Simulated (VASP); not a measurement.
Level of theory: LDA (Ceperley-Alder, Perdew-Zunger), VASP's LDA PAW potentials (set 64) (plane waves; VASP).

VASP ran on this input.

**INCAR**
```
SYSTEM = CuAu
PREC = Accurate
ENCUT = 520
EDIFF = 1E-6
NELM = 100
ALGO = Normal
LREAL = .FALSE.
LASPH = .TRUE.
ISMEAR = 1
SIGMA = 0.1
LMAXMIX = 6
LWAVE = .FALSE.
LCHARG = .FALSE.
IBRION = 2
ISIF = 3
NSW = 60
EDIFFG = -0.01
```

File KPOINTS:
```
Automatic mesh
0
gamma
 12 12 9
0 0 0
```

### POSCAR
```
CuAu
1
    2.8050667230    -0.0000000000    -0.0000000000
    0.0000000000     2.8050667230    -0.0000000000
    0.0000000000     0.0000000000     3.5120530978
Cu Au
1 1
Direct
  0.0000000000   0.0000000000   0.0000000000
  0.5000000000   0.5000000000   0.5000000000
```

POTCAR, in this order: Cu Au (LDA.64 set). Program: vasp_std.

Unless said otherwise, spin-orbit coupling is left out, though it shifts the bands of the heavy elements here.

**Question.** What does the run give for the energy per atom (σ→0), band gap (on the k-mesh)?

**Answer.** 
| Item | Result |
|---|---|
| energy per atom (σ→0) | -4.631 eV/atom |
| band gap (on the k-mesh) | none (metal, semimetal or under 0.01 eV) |

### OSZICAR
```
...
DAV:   7    -0.934884734154E+01    0.44670E+00   -0.36552E+00  5191   0.102E+02    0.648E+00
DAV:   8    -0.927443731067E+01    0.74410E-01   -0.29275E-01  5748   0.156E+01    0.309E+00
DAV:   9    -0.926363057102E+01    0.10807E-01   -0.41328E-02  6434   0.569E+00    0.235E-01
DAV:  10    -0.926293737767E+01    0.69319E-03   -0.59064E-03  6334   0.134E+00    0.970E-02
DAV:  11    -0.926293030199E+01    0.70757E-05   -0.14634E-04  6363   0.314E-01    0.464E-02
DAV:  12    -0.926292455270E+01    0.57493E-05   -0.16184E-05  6075   0.157E-01    0.577E-03
DAV:  13    -0.926292461479E+01   -0.62095E-07   -0.72667E-07  2765   0.109E-02
   1 F= -.92629246E+01 E0= -.92627700E+01  d E =-.926292E+01
```

The compound is CuAu in the L1_0 structure. It was relaxed first. The start is the result of an earlier pass.
